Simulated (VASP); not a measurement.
# Li3MnH (Pm-3m) in VASP: single point with PBE

Aim: the single point of Li3MnH with PBE.

Program: VASP 6.6.1. These are calculated values, not measurements. Logs are shortened: lines on timing, memory, paths and dates and some standing lists are left out, and cuts for length are marked.

## (1) The cell of the first run

The structure is cubic, space group Pm-3m (No. 221). Conventional cell: a = 4.056 Å, b = 4.056 Å, c = 4.056 Å, α = 90.00°, β = 90.00°, γ = 90.00°. Li (site symmetry 4/mmm) is surrounded by 2 H at 2.03 Å. Mn (site symmetry m-3m) has 12 Li at 2.87 Å as nearest neighbours. Around H (site symmetry m-3m) lie 6 Li at 2.03 Å.

The cell was built by a generator and needn't be a form met in nature.

## (2) Single point, PBE, collinear spin, typed start (species swapped into the Ho3AlC type (Pm-3m, No. 221))

The input, INCAR:

```
  PREC = Accurate
  ENCUT = 520
  EDIFF = 1E-6
  ISMEAR = 0
  SIGMA = 0.1
  LREAL = F
  LASPH = T
  NELM = 150
  ALGO = Normal
  ISIF = 2
  LWAVE = F
  LCHARG = F
  ISPIN = 2
  MAGMOM = 0 0 0 4.34 0
  LORBIT = 11
  LMAXMIX = 4
  GGA = PE
  NBANDS = 24
```

The input, KPOINTS:

```
regular mesh
0
Gamma
  10 10 10
```

The input, POSCAR:

```
Li3MnH
1.0
    4.0562365990      0.0000000000      0.0000000000
    0.0000000000      4.0562365990      0.0000000000
    0.0000000000      0.0000000000      4.0562365990
Li Mn H
3 1 1
Direct
    0.0000000000      0.5000000000      0.5000000000
    0.5000000000      0.0000000000      0.5000000000
    0.5000000000      0.5000000000      0.0000000000
    0.0000000000      0.0000000000      0.0000000000
    0.5000000000      0.5000000000      0.5000000000
```

Potentials or basis: VASP PAW PBE potentials, release 64 (Li_sv, Mn_pv, H).

Command:

```
$ cat potpaw_PBE.64/Li_sv/POTCAR potpaw_PBE.64/Mn_pv/POTCAR potpaw_PBE.64/H/POTCAR > POTCAR
$ mpirun -np 1 vasp_std > vasp.out
```

OUTCAR:

```text
PREC = Accurate
   ENCUT = 520
   EDIFF = 1E-6
   ISMEAR = 0
   LREAL = F
   LASPH = T
   NELM = 150
   ISIF = 2
   ISPIN = 2
   LORBIT = 11
   GGA = PE

 ion  position               nearest neighbor table
   1  0.000  0.500  0.500-   4 2.87   4 2.87   4 2.87   4 2.87
   2  0.500  0.000  0.500-   4 2.87   4 2.87   4 2.87   4 2.87
   3  0.500  0.500  0.000-   4 2.87   4 2.87   4 2.87   4 2.87
   4  0.000  0.000  0.000-   1 2.87   2 2.87   3 2.87   1 2.87   2 2.87   1 2.87   3 2.87   1 2.87
                             2 2.87   3 2.87   2 2.87   3 2.87
   5  0.500  0.500  0.500-

  LATTYP: Found a simple cubic cell.
 ALAT       =     4.0562365990

  Lattice vectors:

 A1 = (   4.0562365990,   0.0000000000,   0.0000000000)
 A2 = (   0.0000000000,   4.0562365990,   0.0000000000)
 A3 = (   0.0000000000,   0.0000000000,   4.0562365990)

Analysis of symmetry for initial positions (statically):
=====================================================================
 Subroutine PRICEL returns:
 Original cell was already a primitive cell.

 Routine SETGRP: Setting up the symmetry group for a
 simple cubic supercell.

 Subroutine GETGRP returns: Found 48 space group operations
 (whereof 48 operations were pure point group operations)
 out of a pool of 48 trial point group operations.

The static configuration has the point symmetry O_h .

Analysis of symmetry for dynamics (positions and initial velocities):
=====================================================================
 Subroutine PRICEL returns:
 Original cell was already a primitive cell.

 Routine SETGRP: Setting up the symmetry group for a
 simple cubic supercell.

 Subroutine GETGRP returns: Found 48 space group operations
 (whereof 48 operations were pure point group operations)
 out of a pool of 48 trial point group operations.

The dynamic configuration has the point symmetry O_h .

Analysis of structural, dynamic, and magnetic symmetry:
=====================================================================
 Subroutine PRICEL returns:
 Original cell was already a primitive cell.

 Routine SETGRP: Setting up the symmetry group for a
 simple cubic supercell.

 Subroutine GETGRP returns: Found 48 space group operations
 (whereof 48 operations were pure point group operations)
 out of a pool of 48 trial point group operations.

The overall configuration has the point symmetry O_h .

 Subroutine INISYM returns: Found 48 space group operations
 (whereof 48 operations are pure point group operations),
 and found     1 'primitive' translations

----------------------------------------------------------------------------------------

                                     Primitive cell

  volume of cell :      66.7375

  direct lattice vectors                    reciprocal lattice vectors
     4.056236599  0.000000000  0.000000000     0.246533942  0.000000000  0.000000000
     0.000000000  4.056236599  0.000000000     0.000000000  0.246533942  0.000000000
     0.000000000  0.000000000  4.056236599     0.000000000  0.000000000  0.246533942

  length of vectors
     4.056236599  4.056236599  4.056236599     0.246533942  0.246533942  0.246533942

  position of ions in fractional coordinates (direct lattice)
     0.000000000  0.500000000  0.500000000
     0.500000000  0.000000000  0.500000000
     0.500000000  0.500000000  0.000000000
     0.000000000  0.000000000  0.000000000
     0.500000000  0.500000000  0.500000000

  ion indices of the primitive-cell ions
   primitive index   ion index
                 1           1
                 2           2
                 3           3
                 4           4
                 5           5

----------------------------------------------------------------------------------------

 KPOINTS: regular mesh

Automatic generation of k-mesh.
 Grid dimensions read from file:
 generate k-points for:   10   10   10

 Generating k-lattice:

  Cartesian coordinates                     Fractional coordinates (reciprocal lattice)
     0.024653394  0.000000000  0.000000000     0.100000000  0.000000000  0.000000000
     0.000000000  0.024653394  0.000000000     0.000000000  0.100000000  0.000000000
     0.000000000  0.000000000  0.024653394     0.000000000  0.000000000  0.100000000

  Length of vectors
     0.024653394  0.024653394  0.024653394

  Shift w.r.t. Gamma in fractional coordinates (k-lattice)
     0.000000000  0.000000000  0.000000000

 Subroutine IBZKPT returns following result:
 ===========================================

 Found     56 irreducible k-points:

 Following reciprocal coordinates:
            Coordinates               Weight
  0.000000  0.000000  0.000000      1.000000
  0.100000  0.000000  0.000000      6.000000
  0.200000  0.000000  0.000000      6.000000
  0.300000  0.000000  0.000000      6.000000
  0.400000  0.000000  0.000000      6.000000
  0.500000  0.000000  0.000000      3.000000
[... 16 lines left out ...]
  0.200000  0.100000  0.100000     24.000000
  0.300000  0.100000  0.100000     24.000000
 [... further k-points ...]
   k-points           NKPTS =     56   k-points in BZ     NKDIM =     56   number of bands    NBANDS=     24
   number of dos      NEDOS =    301   number of ions     NIONS =      5
   total plane-waves  NPLWV =  27000
   dimension x,y,z NGX =    30 NGY =   30 NGZ =   30
   dimension x,y,z NGXF=    60 NGYF=   60 NGZF=   60
   ions per type =               3   1   1
   NGX,Y,Z   is equivalent  to a cutoff of  12.30, 12.30, 12.30 a.u.
   NGXF,Y,Z  is equivalent  to a cutoff of  24.59, 24.59, 24.59 a.u.
 SYSTEM =  unknown system
   PREC   = accura    normal or accurate (medium, high low for compatibility)
   ISTART =      0    job   : 0-new  1-cont  2-samecut
   ICHARG =      2    charge: 1-file 2-atom 10-const
   ISPIN  =      2    spin polarized calculation?
   LNONCOLLINEAR =      F non collinear calculations
   LSORBIT =      F    spin-orbit coupling
   LASPH  =      T    aspherical Exc in radial PAW
   ENCUT  =  520.0 eV  38.22 Ry    6.18 a.u.   7.54  7.54  7.54*2*pi/ulx,y,z
   NELM   =    150;   NELMIN=  2; NELMDL= -5     # of ELM steps
   EDIFF  = 0.1E-05   stopping-criterion for ELM
   LREAL  =      F    real-space projection
   EDIFFG = 0.1E-04   stopping-criterion for IOM
   NSW    =      0    number of steps for IOM
   IBRION =     -1    ionic relax: 0-MD 1-quasi-New 2-CG
   NFREE  =      0    steps in history (QN), initial steepest desc. (CG)
   ISIF   =      2    stress and relaxation
   ISYM   =      2    0-nonsym 1-usesym 2-fastsym
   POTIM  = 0.5000    time-step for ionic-motion
   TEBEG  =    0.0;   TEEND  =   0.0 temperature during run
   PSTRESS=    0.0 pullay stress
   NELECT =      23.0000    total number of electrons
   NUPDOWN=      -1.0000    fix difference up-down
   EMIN   =  10.00;   EMAX   =-10.00  energy-range for DOS
   EFERMI =   0.00;   METHOD = LEGACY
   ISMEAR =     0;   SIGMA  =   0.10  broadening in eV -4-tet -1-fermi 0-gaus
   EFERMI_NEDOS =   21; number of points for ismear=-14 and -15
   IALGO  =     38    algorithm
   IMIX   =      4    mixing-type and parameters
     AMIX     =   0.40;   BMIX     =  1.00
     AMIX_MAG =   1.60;   BMIX_MAG =  1.00
  volume/ion in A,a.u.               =      13.35        90.07
  Fermi-wavevector in a.u.,A,eV,Ry     =   1.147786  2.169001 17.924480  1.317412
  Thomas-Fermi vector in A             =   2.284464
   LORBIT       =     11    0 simple, 1 ext, 2 COOP (PROOUT), +10 PAW based schemes
   GGA     = PE    functional components
   LHFCALC =     F    Hartree Fock is set to
   AEXX    =    0.0000 exact exchange contribution
   IVDW    =     0    specifies the selected vdW correction
   LEPSILON=     F    determine dielectric tensor
   LRPA    =     F    only Hartree local field effects (RPA)
 spin polarized calculation
 Gauss-broadening in eV      SIGMA  =   0.10
  energy-cutoff  :      520.00
  volume of cell :       66.74
 maximum number of plane-waves:      1856
   NGX = 15   NGY = 15   NGZ = 15

 number of electron      23.0000025 magnetization       3.8077736

 Free energy of the ion-electron system (eV)
  ---------------------------------------------------
  ext. energy  EPLUGINS =         0.00000000
  ---------------------------------------------------
  free energy    TOTEN  =       -17.08520519 eV

  energy without entropy =      -17.06751244  energy(sigma->0) =      -17.07635881

 E-fermi :   2.5263     XC(G=0):  -8.7961

 val. band max:        2.5173104333   @ k =   0.5000   0.4000   0.1000
 cond. band min:       2.5301497660   @ k =   0.2000   0.0000   0.0000
 fundamental gap:      0.0128393327
 Fermi energy:         2.5263060158

 spin component 1

 k-point     1 :       0.0000    0.0000    0.0000
  band No.  band energies     occupation
      1     -47.5422      1.00000
      2     -47.5422      1.00000
      3     -47.5422      1.00000
      4     -43.2563      1.00000
      5     -43.2168      1.00000
      6     -43.2168      1.00000
[... 613 lines left out ...]
     22      12.8789      0.00000
     23      12.9285      0.00000

 [... further k-points ...]

 spin component 2

 k-point     1 :       0.0000    0.0000    0.0000
  band No.  band energies     occupation
      1     -43.4010      1.00000
      2     -43.4010      1.00000
      3     -43.4010      1.00000
      4     -43.2939      1.00000
      5     -43.2537      1.00000
      6     -43.2537      1.00000
[... 613 lines left out ...]
     22      12.5381      0.00000
     23      13.3294      0.00000

 [... further k-points ...]

 [bands above 23 left out]

------------------------ aborting loop because EDIFF is reached ----------------------------------------

  FORCE on cell =-STRESS in cart. coord.  units (eV):
  Direction    XX          YY          ZZ          XY          YZ          ZX
  --------------------------------------------------------------------------------------
  -------------------------------------------------------------------------------------
  Total       -0.0291333     -0.0291333     -0.0291333     -0.0000000      0.0000000     -0.0000000
  in kB       -0.6994083     -0.6994083     -0.6994083     -0.0000000      0.0000000     -0.0000000
  external PRESSURE =      -0.6994083 kB  Pullay stress =       0.0000000 kB

 VOLUME and BASIS-vectors are now :
 -----------------------------------------------------------------------------
  energy-cutoff  :      520.00
  volume of cell :       66.74
      direct lattice vectors                 reciprocal lattice vectors
     4.056236599  0.000000000  0.000000000     0.246533942  0.000000000  0.000000000
     0.000000000  4.056236599  0.000000000     0.000000000  0.246533942  0.000000000
     0.000000000  0.000000000  4.056236599     0.000000000  0.000000000  0.246533942

 POSITION                                       TOTAL-FORCE (eV/Angst)
 -----------------------------------------------------------------------------------
      0.00000      2.02812      2.02812         0.000000      0.000000      0.000000
      2.02812      0.00000      2.02812         0.000000      0.000000      0.000000
      2.02812      2.02812      0.00000         0.000000      0.000000      0.000000
      0.00000      0.00000      0.00000         0.000000      0.000000      0.000000
      2.02812      2.02812      2.02812         0.000000      0.000000      0.000000
 -----------------------------------------------------------------------------------
    total drift:                                0.000000      0.000000     -0.000000

  FREE ENERGIE OF THE ION-ELECTRON SYSTEM (eV)
  ---------------------------------------------------
  free  energy   TOTEN  =       -17.0852051890 eV

  energy  without entropy=      -17.0675124356  energy(sigma->0) =      -17.07635881

 total charge

# of ion       s       p       d       tot
------------------------------------------
    1        2.028   0.065   0.000   2.093
    2        2.028   0.065   0.000   2.093
    3        2.028   0.065   0.000   2.093
    4        0.355   6.114   4.909  11.378
    5        0.504   0.004   0.000   0.508
--------------------------------------------------
tot          6.943   6.313   4.909  18.165

 magnetization (x)

# of ion       s       p       d       tot
------------------------------------------
    1       -0.005  -0.011   0.000  -0.016
    2       -0.005  -0.011   0.000  -0.016
    3       -0.005  -0.011   0.000  -0.016
    4        0.061  -0.021   3.897   3.936
    5        0.018  -0.001   0.000   0.017
--------------------------------------------------
tot          0.063  -0.054   3.897   3.905
```

Run time: 2.3 min. Hardware: 1 thread of Intel Xeon Platinum 8488C (Sapphire Rapids), shared host; peak memory 0.27 GiB.

What came out:

```yaml
Free_energy: -17.0852 eV
Band_gap_on_the_k_mesh: none (metal or under the smearing width)
Net_moment: 3.81 μB per cell
Site_moments: Li -0.02; Mn +3.94; H +0.02 μB
Valence_electrons_inside_the_program's_atomic_spheres: Li 2.09; Mn 11.38; H 0.51
```

Levels at points of the mesh, in eV from the Fermi level:
Spin up:
```
           k point  band 9  band 10  band 11  band 12  band 13  band 14  band 15  band 16  band 17  band 18
(0.00, 0.00, 0.00)   -2.63    -2.52    -2.52    -2.52    -0.85     1.53     1.53     1.53     6.82     6.82
(0.50, 0.00, 0.00)   -2.74    -2.74    -2.66    -2.51    -2.00     1.68     3.98     3.98     4.35     4.35
(0.50, 0.50, 0.00)   -2.68    -2.68    -2.36    -2.12    -1.38    -0.68    -0.68     5.67     6.55     7.06
(0.50, 0.50, 0.50)   -2.84    -2.84    -2.11    -2.11    -0.14    -0.14    -0.14     0.62     4.35     4.35
```
Spin down:
```
           k point  band 6  band 7  band 8  band 9  band 10  band 11  band 12  band 13  band 14  band 15
(0.00, 0.00, 0.00)  -45.78   -5.78   -0.41    0.04     0.04     1.35     1.35     1.35     1.58     1.58
(0.50, 0.00, 0.00)  -45.78   -4.75   -3.36   -0.06     0.58     0.58     1.16     1.39     1.77     4.27
(0.50, 0.50, 0.00)  -45.79   -4.50   -2.03   -0.75    -0.75     0.87     0.87     1.12     1.18     1.26
(0.50, 0.50, 0.50)  -45.79   -4.38   -0.21   -0.21    -0.21     0.29     0.29     0.29     1.21     1.21
```

Caveat: the cutoff is under 1.25 times the usual one of these potentials, so pressure, stress and relaxed cells hold a basis-set (Pulay) error.
